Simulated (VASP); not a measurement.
GaAs:

```xyz
2
Lattice="0.0000 2.8331 2.8331 2.8331 0.0000 2.8331 2.8331 2.8331 0.0000" Properties=species:S:1:pos:R:3 pbc="T T T"
Ga    0.0000    0.0000    0.0000
As    1.4165    1.4165    1.4165
```

The cell was built by a generator and needn't be a form met in nature.

Base run:

- Program: VASP 6.6.1
- Functional: r2SCAN
- Potentials or basis: VASP PAW PBE potentials, release 64 (Ga_d, As)
- Cutoff: 520 eV
- k mesh: 6 × 6 × 6
- Occupations: gaussian, width 0.01 eV
- Spin: no spin polarisation

Its results: band gap on the k mesh 0.94 eV, direct; pressure 0.1 GPa.

**Question.** The run is repeated on the same cell with these changes: functional from r2SCAN to HSE06; k mesh from 6 × 6 × 6 to 4 × 4 × 4. What comes out?

**Answer.** Band gap on the k mesh 1.41 eV, direct; pressure 0.8 GPa.

Several settings changed at once, so the effect can't be laid on one alone.

Caveats: some runs use coarse meshes; the PAW data sets were made with another functional, which shifts forces and pressure a little.

A k mesh can miss the band edges.
